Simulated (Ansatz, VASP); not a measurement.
# Y6Hf22O53 (amorphous 88HfO2-12Y2O3 (mol %)): VASP beside Ansatz, part 2 of 3

Aim: how closely do two programs agree when they are given the same cell, functional and k mesh? Of the first pair: The structure shown is the start of the Ansatz relaxation below; VASP solves that cell, so the two are compared at the walk's first step.

VASP 6.6.1 and Ansatz 0.2.0.

So far: Set-up; Ansatz: relaxation, PBE.

### 3. VASP: single point, PBE, start cell, pair 1

Level of this step: PBE; plane waves and PAW (Hf_pv, Y_sv, O) (VASP).

The same cell, functional, mesh and smearing now go to VASP, with its own data sets.

Lines of VASP's logs that name or quote its potential files are left out, and so is its time.

Input file INCAR:

```
SYSTEM = Y6Hf22O53
PREC = Accurate
ENCUT = 520
EDIFF = 1E-06
NELM = 120
ISMEAR = -1
SIGMA = 0.025
LREAL = Auto
ALGO = Normal
GGA = PE
NBANDS = 360
LASPH = .TRUE.
LORBIT = 11
LWAVE = .FALSE.
LCHARG = .FALSE.
ISIF = 2
GGA_COMPAT = .FALSE.
EFERMI = MIDGAP
NCORE = 2
```

Input file POSCAR:

```
Y6Hf22O53
1.0
   10.4744000000      0.0000000000      0.0000000000
    0.0000000000     10.4744000000      0.0000000000
    0.0000000000      0.0000000000     10.4744000000
Hf Y O
22 6 53
Direct
    0.2126899870      0.8466260597      0.5250229130
    0.8835732834      0.7132914534      0.6152046895
    0.0407278699      0.6173527839      0.3394371038
    0.2889330176      0.3640781334      0.3234552814
    0.5192278317      0.8289830444      0.6155292905
    0.4336477507      0.6539372184      0.3565359352
    0.6760291759      0.1330004583      0.5396585962
    0.3499675399      0.1566676850      0.0187695715
    0.9571908653      0.3320190178      0.2153822653
    0.0731402276      0.9486080348      0.1816715039
    0.3468647369      0.1860822577      0.6260024441
    0.7137210723      0.6127988238      0.1963740167
    0.9187542962      0.3867715573      0.5848354082
    0.7705930650      0.8935786298      0.3718781028
    0.5792026274      0.0562896204      0.8498052394
    0.9150309326      0.5341881158      0.9126059727
    0.5326987703      0.4307167952      0.9215324983
    0.0456064309      0.1292866417      0.4511571069
    0.4724662033      0.7953295654      0.9844955320
    0.1433590468      0.3501202933      0.8755441839
    0.8350836325      0.8363056595      0.9980523944
    0.5986309478      0.4544890399      0.5441648209
    0.2492362331      0.6418410601      0.0697892003
    0.3336133812      0.5473726419      0.6710360498
    0.5962632704      0.3147292446      0.2256358359
    0.1509585275      0.9491044833      0.8249541740
    0.4407316887      0.9675971893      0.2552222562
    0.7947471932      0.2268101275      0.9430898190
    0.3969964867      0.1288570228      0.8163140609
    0.5135759566      0.4395383029      0.7245761094
    0.6212098068      0.0344936225      0.3640876804
    0.2810280302      0.8241426717      0.9419346216
    0.6029653250      0.4985679371      0.3459959520
    0.1211907126      0.4467845414      0.2510024441
    0.7047754525      0.1634365692      0.7377988238
    0.9842377606      0.4203104712      0.7674138853
    0.0156667685      0.9184774307      0.9884766669
    0.5669728099      0.2336744825      0.9688574047
    0.0309802948      0.1433494997      0.2394313755
    0.7828228825      0.2588978844      0.1612980218
    0.0513633239      0.8226628733      0.6423184144
    0.4362159169      0.6074810968      0.9267833957
    0.0011933858      0.2036679905      0.6299167494
    0.2534083098      0.3481440464      0.7075822959
    0.5246601237      0.0279920568      0.6247040403
    0.6555029405      0.7602726648      0.0532059116
    0.4047964561      0.8540918812      0.4396528679
    0.8664839991      0.6467387153      0.0653116169
    0.8526884595      0.0536068892      0.4620598793
    0.5218628275      0.6441419079      0.5453582067
    0.2224566562      0.6793229206      0.4154987398
    0.9781753609      0.3538818453      0.0133754678
    0.3721931566      0.4703467502      0.4690578935
    0.4834167112      0.9968494615      0.0273428550
    0.5500935614      0.8596673795      0.8114164057
    0.4107156496      0.7658768044      0.1783491178
    0.7424864431      0.4328553425      0.8916883067
    0.1157393264      0.9521690980      0.3864565035
    0.2371687161      0.2170434583      0.4491426717
    0.2587928664      0.0247746888      0.1505861911
    0.2341613839      0.0194187734      0.6260979149
    0.8694722371      0.7117161842      0.8207343619
    0.8663980753      0.9026960972      0.1957725502
    0.7198216604      0.8404968304      0.5689299626
    0.1205033224      0.5450526999      0.9317574276
    0.7443385779      0.3162090430      0.5132036203
    0.9045959673      0.7500381883      0.4136752463
    0.6085408233      0.4803139082      0.0973802795
    0.8741216681      0.5128408310      0.2709081188
    0.1675036279      0.1582143130      0.9243679829
    0.9841518369      0.3154261819      0.4114794165
    0.5081532116      0.2571125792      0.5224738410
    0.4000229130      0.2389731154      0.2085656458
    0.7752997785      0.5426181929      0.6073378905
    0.6379458489      0.7527877492      0.3163236080
    0.0118670282      0.5600893607      0.5334816314
    0.3586076529      0.5220537692      0.2235736653
    0.7521576415      0.0087164897      0.9403975407
    0.1023829527      0.7450259681      0.1949610479
    0.3303100894      0.7606545482      0.6614985107
    0.3309401971      0.3534999618      0.9666520278
```

Input file KPOINTS:

```
Automatic mesh
0
Gamma
1 1 1
0 0 0
```

Potentials, in the order of the species: Hf_pv, Y_sv and O (PBE family, release 64).

The run is started by

```console
$ mpirun -np 8 vasp_gam
```

Numbers of over 12 decimals in the logs are rounded to 6 here.

The program printed:

```text
[banner, memory and clock lines left out]
running    8 mpi-ranks, on    1 nodes
[...]
LDA part: xc-table for (Slater+PW92), standard interpolation
 POSCAR, INCAR and KPOINTS ok, starting setup
[...]
entering main loop
       N       E                     dE             d eps       ncg     rms          rms(c)
DAV:   1     0.583787998898E+04    0.58379E+04   -0.38424E+05   720   0.176E+03
DAV:   2    -0.397193738290E+03   -0.62351E+04   -0.60115E+04   888   0.477E+02
DAV:   3    -0.925959759625E+03   -0.52877E+03   -0.52554E+03   840   0.124E+02
DAV:   4    -0.947350508336E+03   -0.21391E+02   -0.21327E+02   992   0.223E+01
[...]
DAV:  18    -0.792521286539E+03   -0.36479E-05   -0.77827E-06   752   0.502E-03    0.936E-03
DAV:  19    -0.792521289004E+03   -0.24650E-05   -0.23316E-06   560   0.342E-03    0.606E-03
DAV:  20    -0.792521289447E+03   -0.44350E-06   -0.14829E-06   576   0.223E-03
   1 F= -.79252129E+03 E0= -.79252129E+03  d E =0.000000E+00
```

Parts of OUTCAR (step 3):

```text
  FREE ENERGIE OF THE ION-ELECTRON SYSTEM (eV)
  ---------------------------------------------------
  free  energy   TOTEN  =      -792.5212894473 eV

  energy  without entropy=     -792.5212894473  energy(sigma->0) =     -792.52128945
```

The run ends at a pressure of -10.50 GPa, with forces up to 2.2 eV/Å.

### 4. Side by side

Known differences besides the potentials themselves: the data sets hold 956 valence electrons in Ansatz (on its default PAW (the set named soft_2) files) and 604 in VASP; the cutoff is 420 eV in Ansatz and 520 eV in VASP (PREC = Accurate, projectors in real space). Total energies have different zeros and are not compared.

Forces on 10 of the 81 atoms, those with the largest forces and the largest differences (eV/Å; atoms numbered as in POSCAR):

```tsv
atom	Ansatz x, y, z	VASP x, y, z
Hf8	-0.983, 0.406, -0.759	-0.973, 0.414, -0.814
Hf9	-0.698, -1.018, 0.293	-0.686, -1.000, 0.367
Hf15	-0.019, -0.653, -2.197	-0.049, -0.640, -2.146
Hf16	-1.175, 0.665, -0.183	-1.138, 0.613, -0.190
Hf18	-0.750, 1.140, 1.236	-0.790, 1.228, 1.187
Hf19	0.771, 0.096, -1.040	0.756, 0.114, -1.031
Hf22	1.079, -0.409, 0.014	1.081, -0.376, -0.005
O31	-0.442, 0.108, -0.241	-0.317, 0.080, -0.144
O37	0.129, 0.132, 0.003	0.028, 0.089, 0.139
O80	0.147, 0.061, 0.451	0.171, 0.171, 0.325
```

The forces differ by 52 meV/Å r.m.s., which is 12.8 % of the r.m.s. force of 0.401 eV/Å (both taken over all components).

### 5. Ansatz: relaxation, PBE

This run makes the geometry at which the two programs are then compared. The cell compared in this pair holds 1054.34 Å³, against 1149.18 Å³ for the pair before.

The structure compared here is the end of the Ansatz relaxation.

Input file input.yaml:

```yaml
crystal:
  lattice:
    - [10.4744, 0.0, 0.0]
    - [0.0, 10.4744, 0.0]
    - [0.0, 0.0, 10.4744]
  atoms:
    - { symbol: Hf, position: [0.21269, 0.84663, 0.52502] }
    - { symbol: Hf, position: [0.88357, 0.71329, 0.6152] }
    - { symbol: Hf, position: [0.04073, 0.61735, 0.33944] }
    - { symbol: Hf, position: [0.28893, 0.36408, 0.32346] }
    - { symbol: Hf, position: [0.51923, 0.82898, 0.61553] }
    - { symbol: Hf, position: [0.43365, 0.65394, 0.35654] }
    - { symbol: Hf, position: [0.67603, 0.133, 0.53966] }
    - { symbol: Hf, position: [0.34997, 0.15667, 0.01877] }
    - { symbol: Hf, position: [0.95719, 0.33202, 0.21538] }
    - { symbol: Hf, position: [0.07314, 0.94861, 0.18167] }
    - { symbol: Hf, position: [0.34686, 0.18608, 0.626] }
    - { symbol: Hf, position: [0.71372, 0.6128, 0.19637] }
    - { symbol: Hf, position: [0.91875, 0.38677, 0.58484] }
    - { symbol: Hf, position: [0.77059, 0.89358, 0.37188] }
    - { symbol: Hf, position: [0.5792, 0.05629, 0.84981] }
    - { symbol: Hf, position: [0.91503, 0.53419, 0.91261] }
    - { symbol: Hf, position: [0.5327, 0.43072, 0.92153] }
    - { symbol: Hf, position: [0.04561, 0.12929, 0.45116] }
    - { symbol: Hf, position: [0.47247, 0.79533, 0.9845] }
    - { symbol: Hf, position: [0.14336, 0.35012, 0.87554] }
    - { symbol: Hf, position: [0.83508, 0.83631, 0.99805] }
    - { symbol: Hf, position: [0.59863, 0.45449, 0.54416] }
    - { symbol: "Y", position: [0.24924, 0.64184, 0.06979] }
    - { symbol: "Y", position: [0.33361, 0.54737, 0.67104] }
    - { symbol: "Y", position: [0.59626, 0.31473, 0.22564] }
    - { symbol: "Y", position: [0.15096, 0.9491, 0.82495] }
    - { symbol: "Y", position: [0.44073, 0.9676, 0.25522] }
    - { symbol: "Y", position: [0.79475, 0.22681, 0.94309] }
    - { symbol: O, position: [0.397, 0.12886, 0.81631] }
    - { symbol: O, position: [0.51358, 0.43954, 0.72458] }
    - { symbol: O, position: [0.62121, 0.03449, 0.36409] }
    - { symbol: O, position: [0.28103, 0.82414, 0.94193] }
    - { symbol: O, position: [0.60297, 0.49857, 0.346] }
    - { symbol: O, position: [0.12119, 0.44678, 0.251] }
    - { symbol: O, position: [0.70478, 0.16344, 0.7378] }
    - { symbol: O, position: [0.98424, 0.42031, 0.76741] }
    - { symbol: O, position: [0.01567, 0.91848, 0.98848] }
    - { symbol: O, position: [0.56697, 0.23367, 0.96886] }
    - { symbol: O, position: [0.03098, 0.14335, 0.23943] }
    - { symbol: O, position: [0.78282, 0.2589, 0.1613] }
    - { symbol: O, position: [0.05136, 0.82266, 0.64232] }
    - { symbol: O, position: [0.43622, 0.60748, 0.92678] }
    - { symbol: O, position: [0.00119, 0.20367, 0.62992] }
    - { symbol: O, position: [0.25341, 0.34814, 0.70758] }
    - { symbol: O, position: [0.52466, 0.02799, 0.6247] }
    - { symbol: O, position: [0.6555, 0.76027, 0.05321] }
    - { symbol: O, position: [0.4048, 0.85409, 0.43965] }
    - { symbol: O, position: [0.86648, 0.64674, 0.06531] }
    - { symbol: O, position: [0.85269, 0.05361, 0.46206] }
    - { symbol: O, position: [0.52186, 0.64414, 0.54536] }
    - { symbol: O, position: [0.22246, 0.67932, 0.4155] }
    - { symbol: O, position: [0.97818, 0.35388, 0.01338] }
    - { symbol: O, position: [0.37219, 0.47035, 0.46906] }
    - { symbol: O, position: [0.48342, 0.99685, 0.02734] }
    - { symbol: O, position: [0.55009, 0.85967, 0.81142] }
    - { symbol: O, position: [0.41072, 0.76588, 0.17835] }
    - { symbol: O, position: [0.74249, 0.43286, 0.89169] }
    - { symbol: O, position: [0.11574, 0.95217, 0.38646] }
    - { symbol: O, position: [0.23717, 0.21704, 0.44914] }
    - { symbol: O, position: [0.25879, 0.02477, 0.15059] }
    - { symbol: O, position: [0.23416, 0.01942, 0.6261] }
    - { symbol: O, position: [0.86947, 0.71172, 0.82073] }
    - { symbol: O, position: [0.8664, 0.9027, 0.19577] }
    - { symbol: O, position: [0.71982, 0.8405, 0.56893] }
    - { symbol: O, position: [0.1205, 0.54505, 0.93176] }
    - { symbol: O, position: [0.74434, 0.31621, 0.5132] }
    - { symbol: O, position: [0.9046, 0.75004, 0.41368] }
    - { symbol: O, position: [0.60854, 0.48031, 0.09738] }
    - { symbol: O, position: [0.87412, 0.51284, 0.27091] }
    - { symbol: O, position: [0.1675, 0.15821, 0.92437] }
    - { symbol: O, position: [0.98415, 0.31543, 0.41148] }
    - { symbol: O, position: [0.50815, 0.25711, 0.52247] }
    - { symbol: O, position: [0.40002, 0.23897, 0.20857] }
    - { symbol: O, position: [0.7753, 0.54262, 0.60734] }
    - { symbol: O, position: [0.63795, 0.75279, 0.31632] }
    - { symbol: O, position: [0.01187, 0.56009, 0.53348] }
    - { symbol: O, position: [0.35861, 0.52205, 0.22357] }
    - { symbol: O, position: [0.75216, 0.00872, 0.9404] }
    - { symbol: O, position: [0.10238, 0.74503, 0.19496] }
    - { symbol: O, position: [0.33031, 0.76065, 0.6615] }
    - { symbol: O, position: [0.33094, 0.3535, 0.96665] }
kpoints:
  mp_grid: { grid: [1, 1, 1] }
hamiltonian:
  xc: pbe
scf:
  occupations: { method: fermi_dirac, width: 0.025 }
output:
  forces: true
relax:
  f_tol: 0.04
  max_steps: 250
  cell: {}
```

The run is started by

```console
$ ansatz run input.yaml --threads 4 --pin off --max-ram 8192MiB --backend cpu --events-out ev --progress --plain --runs-dir out
```

The program printed:

```text
[...]
Crystal: 81 atoms, lattice volume = 1149.178 Å³
Basis set: ecut = 420 eV, 22575 PW (Γ), exchange–correlation on 144×144×144 points (8 copies of the dense FFT grid, shifted against one another)
Bands: 574, of which v1, the nominal top of the filled ones, is band 478 counted from 1 (477 counted from 0)
Symmetry: 1 space group operations
[...]
k-points: 1
[...]
- { symbol: O, position: [0.621726, 0.052233, 0.353750] }
    - { symbol: O, position: [0.268688, 0.814073, 0.961457] }
    - { symbol: O, position: [0.595357, 0.498655, 0.365357] }
    - { symbol: O, position: [0.125246, 0.461286, 0.214772] }
    - { symbol: O, position: [0.714708, 0.174286, 0.736789] }
    - { symbol: O, position: [0.951878, 0.381678, 0.774315] }
[...]
- { symbol: O, position: [0.751247, 0.019802, 0.936995] }
    - { symbol: O, position: [0.107066, 0.738751, 0.200323] }
    - { symbol: O, position: [0.322380, 0.778778, 0.687542] }
    - { symbol: O, position: [0.311678, 0.368140, 0.973149] }
[key lines of the parts left out:]
P = ⅓ Tr σ = -0.0160 GPa (-0.160 kbar)
```

(Continued in part 3 of 3.)

[Lines on the potential files, build, host, timing and source positions are cut from VASP's logs without a mark.]

[Logs are printed without paths, hosts, clocks, repeated set-up lines and the standing remarks that a program may print on its own settings, such as how far it seeks lower states.]

[Hosts, paths, dates, database ids (printed as entryN), source tags and the programs' standing remarks are cut or masked in the printed files.]
